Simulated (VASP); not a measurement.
An input for Quantum ESPRESSO's pw.x (written as the equivalent of a VASP run, and not itself run):

```
&CONTROL
  calculation = 'vc-relax'
  pseudo_dir = './pseudo'
  outdir = './out'
  tprnfor = .true.
  tstress = .true.
  nstep = 40
  forc_conv_thr = 0.00078
/
&SYSTEM
  ibrav = 0
  nat = 5
  ntyp = 3
  ecutwfc = 84
  occupations = 'smearing'
  smearing = 'gaussian'
  degauss = 0.003675
  input_dft = 'pz'
/
&ELECTRONS
  conv_thr = 7.3e-08
  electron_maxstep = 100
/
&IONS
/
&CELL
  press = 50
/
ATOMIC_SPECIES
  Ba 137.327 Ba.upf
  Zr 91.224 Zr.upf
  O 15.999 O.upf
CELL_PARAMETERS angstrom
     4.1576652    0.0000000    0.0000000
     0.0000000    4.1576652    0.0000000
     0.0000000    0.0000000    4.1576652
ATOMIC_POSITIONS crystal
  Ba   0.0000000  0.0000000  0.0000000
  Zr   0.5000000  0.5000000  0.5000000
  O    0.5000000  0.0000000  0.5000000
  O    0.0000000  0.5000000  0.5000000
  O    0.5000000  0.5000000  0.0000000
K_POINTS automatic
  5 5 5 0 0 0
```

**Question.** Translate this input to VASP (INCAR, KPOINTS, POSCAR, choice of POTCAR).

**Answer.** Several could match; the one computed here: 
### INCAR
```
IBRION=2
LWAVE=F
LREAL=F   ! projection in real space or not
ALGO=Normal
ENCUT=620
SYSTEM=BaZrO3
NELM=100
EDIFFG=-0.02
PREC=Accurate
LMAXMIX=4   ! l cut-off of mixed one-centre charges
LCHARG=F
EDIFF=1E-6
PSTRESS=50   ! kbar
ISIF=3
ISMEAR=0   ! Gaussian
LASPH=T   ! aspherical one-centre terms
SIGMA=0.05
NSW=40   ! most ionic steps
```

File KPOINTS:
```
Automatic mesh
0
Gamma
5 5 5
0 0 0
```

POSCAR:
```
BaZrO3
1.0
  4.1576651904   0.0000000000   0.0000000000
  0.0000000000   4.1576651904   0.0000000000
  0.0000000000   0.0000000000   4.1576651904
Ba Zr O
1 1 3
direct
  0.0000000000   0.0000000000   0.0000000000
  0.5000000000   0.5000000000   0.5000000000
  0.5000000000   0.0000000000   0.5000000000
  0.0000000000   0.5000000000   0.5000000000
  0.5000000000   0.5000000000   0.0000000000
```

POTCAR, in this order: Ba_sv Zr_sv O (LDA.64 set). Program: vasp_std.

Limits of the translation: the potentials are each code's own (VASP's PAW set, PseudoDojo norm-conserving files in pw.x), so ENCUT and ecutwfc are chosen apart and not converted; conv_thr bounds pw.x's estimated SCF error, while EDIFF bounds the energy change between steps; forc_conv_thr acts on force components and is met together with etot_conv_thr.

The compound is BaZrO3 in the cubic perovskite structure. This run relaxes it under an external pressure of 5 GPa. Symmetry was kept, so distortions that lower it aren't found.
